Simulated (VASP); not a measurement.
Input:

```yaml
crystal:
  lattice:
    - [-1.58236, 1.58236, 2.98249]
    - [1.58236, -1.58236, 2.98249]
    - [1.58236, 1.58236, -2.98249]
  atoms:
    - { symbol: Ti, position: [0.00000, 0.00000, 0.00000] }
    - { symbol: B, position: [0.36782, 0.36782, 0.00000] }
    - { symbol: B, position: [0.63218, 0.63218, 0.00000] }
```

Level of theory: PBEsol GGA, VASP's PBE PAW potentials (set 64) (plane waves; VASP 6.6.1). Settings: 520 eV cut-off, 15×15×15 Γ-centred mesh, tetrahedra with Blöchl corrections, potentials Ti_sv B.

Question: Predict the energy per atom (σ→0), band gap (on the k-mesh) with the smallest direct gap where there is one.

Answer: 
* **band gap (on the k-mesh)**: none (metal, semimetal or under 0.01 eV)
* **energy per atom (σ→0)**: -7.350 eV/atom

The absolute energy has meaning only against runs of the same code, potentials and settings.

The structure was generated: TiB2 was put into the MoSi2 type (I4/mmm), which need not be its known phase. It was relaxed first, which changed the volume by +7 %.
